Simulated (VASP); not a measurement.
Data:

```
HfO2
1.0
    0.00000     2.47359     2.47359
    2.47359     0.00000     2.47359
    2.47359     2.47359     0.00000
Hf O
1 2
Direct
  0.00000   0.00000   0.00000
  0.25000   0.25000   0.25000
  0.75000   0.75000   0.75000
```

Level of theory: revTPSS meta-GGA, VASP's PBE PAW potentials (set 64) (plane waves; VASP). Run with 520 eV cut-off, 8×8×8 Γ-centred mesh, Gaussian smearing of 0.050 eV, potentials Hf_pv O.

Problem. Give the stress tensor in GPa (positive for a compressed cell).

Solution. 
```
18.68   0.00   0.00
 0.00  18.68   0.00
 0.00   0.00  18.68
```
The pressure is its mean diagonal, 18.68 GPa.

The compound is HfO2 in the fluorite structure, the high-temperature cubic form, which is unstable at 0 K; the monoclinic form is the stable one. This cell is one point of a volume scan, at 0.94 of the reference volume.
